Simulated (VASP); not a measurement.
Given:

```
CELL_PARAMETERS angstrom
      3.12550     0.00000     0.00000
      0.00000     3.12550     0.00000
      0.00000     0.00000     3.12550
ATOMIC_POSITIONS crystal
  Zn 0.50000 0.50000 0.50000
  Au 0.00000 0.00000 0.00000
```

Computed with AM05 GGA, VASP's PBE PAW potentials (set 64) (plane waves; VASP). Run with 520 eV cut-off, 13×13×13 Γ-centred mesh, tetrahedra with Blöchl corrections, potentials Zn Au.

Unless said otherwise, spin-orbit coupling is left out, though it shifts the bands of the heavy elements here.

Predict the energy per atom (σ→0), band gap (on the k-mesh) with the smallest direct gap where there is one.

```json
{
 "band gap (on the k-mesh)": "none (metal, semimetal or under 0.01 eV)",
 "energy per atom (σ→0)": "-2.710 eV/atom"
}
```

Total energies compare only between runs with the same potentials, cut-off and functional.

The compound is AuZn in the CsCl type structure. It was relaxed first. The electron count is odd and the run is not spin-polarised, which forces a metal.
